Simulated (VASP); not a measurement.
BaMgPF: relaxation of cell and atoms with r2SCAN

Crystal: BaMgPF.

```
Ba P Mg F
1.0
     4.30970    0.00000    0.00000
     0.00000    4.30970    0.00000
     0.00000    0.00000    9.50320
Ba P Mg F
2 2 2 2
Cartesian
  2.1549 0.0000 1.5188
  0.0000 2.1549 7.9844
  2.1549 0.0000 6.2075
  0.0000 2.1549 3.2957
  2.1549 2.1549 4.7516
  0.0000 0.0000 4.7516
  2.1549 2.1549 0.0000
  0.0000 0.0000 0.0000
```

The cell comes from a database or a generator and needn't be the stable form of this composition.

```json
{"Program": "VASP 6.6.1", "Task": "relaxation of cell and atoms", "Functional": "r2SCAN", "Potentials or basis": "VASP PAW PBE potentials, release 64 (Ba_sv, P, Mg, F)", "Cutoff": "600 eV", "k mesh": "6 × 6 × 4", "Occupations": "gaussian, width 0.03 eV", "Spin": "no spin polarisation", "Further INCAR settings": "ALGO = Normal; EDIFF = 1e-06; IBRION = 2; EDIFFG = -0.01; NSW = 90; ISIF = 3"}
```

| Property | Result |
| --- | --- |
| Relaxed volume | 22.35 Å³/atom |
| Relaxed cell | a = 4.326 Å, b = 4.326 Å, c = 9.553 Å, α = 90.00°, β = 90.00°, γ = 90.00° |
| Space group after relaxing (to 0.05 Å) | P4/nmm (No. 129) |
| Energy gained by relaxing | 1.1 meV/atom |
| Ionic steps | 6 |
| Pressure after relaxing | 0.0 GPa |
| Largest force after relaxing | 0.008 eV/Å |
| Band gap on the k mesh | 2.13 eV, direct |

Forces in eV/Å, atoms in the order of the input:
```
Ba   0.000  0.000  0.008
Ba   0.000  0.000 -0.008
P    0.000  0.000  0.002
P    0.000  0.000 -0.002
Mg   0.000  0.000  0.000
Mg   0.000  0.000  0.000
F    0.000  0.000  0.000
F    0.000  0.000  0.000
```

Stress tensor (GPa, compression positive):
```
-0.02  0.00  0.00
 0.00 -0.02  0.00
 0.00  0.00  0.06
```

The path:
```
step  energy change (eV)  largest force (eV/Å)  pressure (GPa)  volume (Å³)
   1              0.0000                0.1244            0.67       176.51
   2             -0.0059                0.1405           -0.16       178.88
   3             -0.0059                0.1388           -0.11       178.74
   4             -0.0077                0.0858           -0.06       178.76
   5             -0.0089                0.0121            0.00       178.79
   6             -0.0089                0.0085            0.01       178.80
```

Final structure:
```
Ba P Mg F
1.0
     4.32623    0.00000    0.00000
     0.00000    4.32623    0.00000
     0.00000    0.00000    9.55303
Ba P Mg F
2 2 2 2
Direct
  0.50000 0.00000 0.16087
  0.00000 0.50000 0.83913
  0.50000 0.00000 0.65053
  0.00000 0.50000 0.34947
  0.50000 0.50000 0.50000
  0.00000 0.00000 0.50000
  0.50000 0.50000 0.00000
  0.00000 0.00000 0.00000
```

Levels at points of the mesh, in eV from the valence-band top:
| k point | band 21 | band 22 | band 23 | band 24 | band 25 | band 26 | band 27 | band 28 |
| --- | --- | --- | --- | --- | --- | --- | --- | --- |
| (0.00, 0.00, 0.00) | -1.25 | -0.42 | 0.00 | 0.00 | 2.13 | 2.65 | 3.40 | 3.75 |
| (0.50, 0.00, 0.00) | -0.52 | -0.52 | -0.51 | -0.51 | 3.55 | 3.55 | 3.85 | 3.85 |
| (0.50, 0.50, 0.00) | -1.47 | -1.47 | -1.40 | -1.40 | 2.83 | 2.83 | 4.57 | 4.57 |
| (0.00, 0.00, 0.50) | -1.25 | -0.68 | 0.00 | 0.00 | 2.41 | 3.01 | 3.15 | 4.02 |
| (0.50, 0.00, 0.50) | -0.52 | -0.52 | -0.48 | -0.48 | 3.73 | 3.73 | 3.95 | 3.95 |
| (0.50, 0.50, 0.50) | -1.49 | -1.49 | -1.37 | -1.37 | 3.06 | 3.06 | 4.69 | 4.69 |

It took 9.1 min on 2 MPI ranks on Intel(R) Xeon(R) 6975P-C (Granite Rapids), with other jobs on the host, peak memory 0.5 GiB a rank.

Caveat: the PAW data sets were made with another functional, which shifts forces and pressure a little; spin-orbit coupling is left out, which moves the levels of the heavy elements. A k mesh can miss the band edges.
